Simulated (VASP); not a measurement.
Output of a VASP run:

OSZICAR:
```
       N       E                     dE             d eps       ncg     rms          rms(c)
DAV:   1    -0.149746072190E+01   -0.14975E+01   -0.83699E+02  1080   0.324E+02
DAV:   2    -0.374179363881E+01   -0.22443E+01   -0.21121E+01  1340   0.321E+01
DAV:   3    -0.375909021156E+01   -0.17297E-01   -0.17288E-01  1375   0.346E+00
DAV:   4    -0.375915688567E+01   -0.66674E-04   -0.66674E-04  1385   0.209E-01
DAV:   5    -0.375915726155E+01   -0.37588E-06   -0.37606E-06  1380   0.123E-02    0.136E+00
DAV:   6    -0.374560574990E+01    0.13552E-01   -0.15770E-03  1245   0.302E-01    0.788E-01
DAV:   7    -0.373573762203E+01    0.98681E-02   -0.47478E-03  1235   0.490E-01    0.151E-01
DAV:   8    -0.373573397783E+01    0.36442E-05   -0.23697E-05  1295   0.524E-02    0.950E-03
DAV:   9    -0.373573236329E+01    0.16145E-05   -0.10173E-06  1270   0.721E-03    0.119E-03
DAV:  10    -0.373573202371E+01    0.33958E-06   -0.50974E-09   730   0.824E-04
   1 F= -.39034695E+01 E0= -.39035477E+01  d E =-.390347E+01
```

**OUTCAR**
```
------------------------ aborting loop because EDIFF is reached ----------------------------------------
 Edisp (eV)   -0.16774
  FORCE on cell =-STRESS in cart. coord.  units (eV):
  Direction    XX          YY          ZZ          XY          YZ          ZX
  --------------------------------------------------------------------------------------
  Total       0.00052     0.00052     0.00052     0.00000     0.00000     0.00000
  in kB       0.05166     0.05166     0.05166     0.00000     0.00000     0.00000
  external pressure =        0.05 kB  Pullay stress =        0.00 kB
  volume of cell :       16.04
      direct lattice vectors                 reciprocal lattice vectors
     0.000000000  2.001725340  2.001725340    -0.249784518  0.249784518  0.249784518
     2.001725340  0.000000000  2.001725340     0.249784518 -0.249784518  0.249784518
     2.001725340  2.001725340  0.000000000     0.249784518  0.249784518 -0.249784518
 POSITION                                       TOTAL-FORCE (eV/Angst)
 -----------------------------------------------------------------------------------
      0.00000      0.00000      0.00000         0.000000      0.000000      0.000000
 -----------------------------------------------------------------------------------
    total drift:                                0.000000     -0.000000     -0.000000
  FREE ENERGIE OF THE ION-ELECTRON SYSTEM (eV)
  ---------------------------------------------------
  free  energy   TOTEN  =        -3.9034694671 eV

  energy  without entropy=       -3.9037040978  energy(sigma->0) =       -3.90354768

 reached required accuracy - stopping structural energy minimisation
```
(Selected blocks of OUTCAR.)

File POSCAR:
```
Al
1
   -0.0000000000     2.0017253396     2.0017253396
    2.0017253396    -0.0000000000     2.0017253396
    2.0017253396     2.0017253396    -0.0000000000
Al
1
Direct
  0.0000000000   0.0000000000   0.0000000000
```

Problem. Reconstruct the remaining input files.

Solution. Several could match; the one computed here: the input of the run itself, PBE GGA with D3 dispersion (zero damping), plane waves, VASP's PBE PAW potentials (set 64).

**KPOINTS**
```
Automatic mesh
0
gamma
  14 14 14
```

### INCAR
```
SYSTEM  =  Al
PREC  =  Accurate; ENCUT  =  520; LREAL  =  F
LASPH  =  T
EDIFF  =  1E-6; NELM  =  100; ALGO  =  Normal
ISMEAR  =  1; SIGMA  =  0.1
GGA  =  PE; IVDW  =  11
IBRION  =  2; NSW  =  60; ISIF  =  3
EDIFFG  =  -0.01
LWAVE  =  F; LCHARG  =  F
```

POTCAR, in this order: Al (PBE.64 set). Program: vasp_std.

The compound is Al in the fcc structure. It was relaxed first. The start is the result of an earlier pass.
